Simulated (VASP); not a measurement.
All values below come from PBE GGA, VASP's PBE PAW potentials (set 64) (plane waves; VASP).

A VASP calculation is set up with these files.

**INCAR**
```
SYSTEM = MgS
PREC = Accurate
ENCUT = 300
EDIFF = 1E-6
NELM = 100
ALGO = Normal
LREAL = .FALSE.
LASPH = .TRUE.
ISMEAR = -1
SIGMA = 0.02
GGA = PE
LWAVE = .FALSE.
LCHARG = .FALSE.
ISIF = 2
```

KPOINTS:
```
Automatic mesh
0
Gamma
7 7 7
0 0 0
```

KPOINTS_OPT:
```
k-points along high-symmetry lines
10
Line-mode
Reciprocal
  0.000000   0.000000   0.000000 ! GAMMA
  0.500000   0.000000   0.500000 ! X

  0.500000   0.000000   0.500000 ! X
  0.625000   0.250000   0.625000 ! U

  0.375000   0.375000   0.750000 ! K
  0.000000   0.000000   0.000000 ! GAMMA

  0.000000   0.000000   0.000000 ! GAMMA
  0.500000   0.500000   0.500000 ! L

  0.500000   0.500000   0.500000 ! L
  0.500000   0.250000   0.750000 ! W

  0.500000   0.250000   0.750000 ! W
  0.500000   0.000000   0.500000 ! X
```

### POSCAR
```
MgS
1
    0.0000000000     2.6192450000     2.6192450000
    2.6192450000     0.0000000000     2.6192450000
    2.6192450000     2.6192450000     0.0000000000
Mg S
1 1
Direct
  0.0000000000   0.0000000000   0.0000000000
  0.5000000000   0.5000000000   0.5000000000
```

POTCAR, in this order: Mg S (PBE.64 set). Program: vasp_std.

Question: What will the output report for the number of irreducible k-points (NKPTS), largest plane-wave count, number of space-group operations, FFT grid (NGX, NGY, NGZ)?

Answer: 
* **number of irreducible k-points (NKPTS)**: 20
* **largest plane-wave count**: 436
* **number of space-group operations**: 48
* **FFT grid (NGX, NGY, NGZ)**: 24 × 24 × 24

The structure comes from a computed database's MgS entry; how it stands against other phases isn't given here. The cell was not relaxed at this level.
